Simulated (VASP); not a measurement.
Level of theory: vdW-DF-cx, VASP's PBE PAW potentials (set 64) (plane waves; VASP).

The input files of a VASP run:

POSCAR:
```
Tc
1
    1.3627052149    -2.3602750552    -0.0000000000
    1.3627052149     2.3602750552     0.0000000000
    0.0000000000     0.0000000000     4.3653726968
Tc
2
Direct
  0.3333330000   0.6666670000   0.2500000000
  0.6666670000   0.3333330000   0.7500000000
```

### KPOINTS
```
Automatic mesh
0
Gamma
 17 17 9
0 0 0
```

**INCAR**
```
SYSTEM  =  Tc
PREC  =  Accurate; ENCUT  =  520; LREAL  =  .FALSE.
LASPH  =  .TRUE.
EDIFF  =  1E-7; NELM  =  100; ALGO  =  Normal
LMAXMIX  =  4
ISMEAR  =  -5
GGA  =  CX; LUSE_VDW  =  .TRUE.; AGGAC  =  0.0
ISIF  =  2
LWAVE  =  .FALSE.; LCHARG  =  .TRUE.; LORBIT  =  11
NEDOS  =  601
```

POTCAR, in this order: Tc_pv (PBE.64 set). Program: vasp_std.

What will the output report for the number of irreducible k-points (NKPTS), largest plane-wave count, number of space-group operations, FFT grid (NGX, NGY, NGZ)?

The number of irreducible k-points (NKPTS) is 165, the largest plane-wave count is 772 and the number of space-group operations comes out as 24. The FFT grid (NGX, NGY, NGZ) comes out as 20 × 20 × 32.

The compound is Tc in the hcp structure. It was relaxed first.
